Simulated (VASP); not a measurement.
# CoSi₂ (fluorite): computed properties

Level of theory: PBE GGA, VASP's PBE PAW potentials (set 64) (plane waves; VASP).

For CoSi2, the space group comes out as Fm-3m (225). The cell is a = b = c = 5.357 Å, α = β = γ = 90.00°, the volume per atom is 12.81 Å^3/atom and the band gap (over mesh and band path) comes out as none (metal, semimetal or under 0.01 eV). The Hill bulk modulus is 179 GPa and the Hill shear modulus comes out as 64.0 GPa. The Poisson's ratio is 0.340 and the band gap with spin-orbit coupling is none (metallic). The density comes out as 4.97 g/cm³ and the optical Γ-point spectrum is 333 (×6) cm⁻¹. The C11 comes out as 234 GPa and the C12 is 151 GPa. The C44 comes out as 85.6 GPa.

```cif
data_CoSi2
_chemical_formula_sum 'Co1 Si2'
_space_group_name_H-M_alt 'P 1'
_space_group_IT_number 1
_cell_length_a 3.78825
_cell_length_b 3.78825
_cell_length_c 3.78825
_cell_angle_alpha 60.000
_cell_angle_beta 60.000
_cell_angle_gamma 60.000
loop_
_space_group_symop_operation_xyz
  'x, y, z'
loop_
_atom_site_label
_atom_site_type_symbol
_atom_site_fract_x
_atom_site_fract_y
_atom_site_fract_z
_atom_site_occupancy
Co1 Co 0.00000 0.00000 0.00000 1
Si1 Si 0.25000 0.25000 0.25000 1
Si2 Si 0.75000 0.75000 0.75000 1
```

Measured: a 5.365 Å (computed value off by -0.1 %), as given by Ganesh Hegde et al., Applied Physics Letters (2014), arXiv:1405.1317. The calculation is for a static lattice, while the measured a holds thermal and zero-point effects, which are part of the difference. Finite-difference elastic constants of metals are sensitive to mesh and smearing; shear constants can be off by tens of GPa.

The compound is CoSi2 in the fluorite structure. It was relaxed first. Symmetry was kept, so distortions that lower it aren't found. The run is not spin-polarised, so no magnetic state was tried. The electron count is odd and the run is not spin-polarised, which forces a metal.
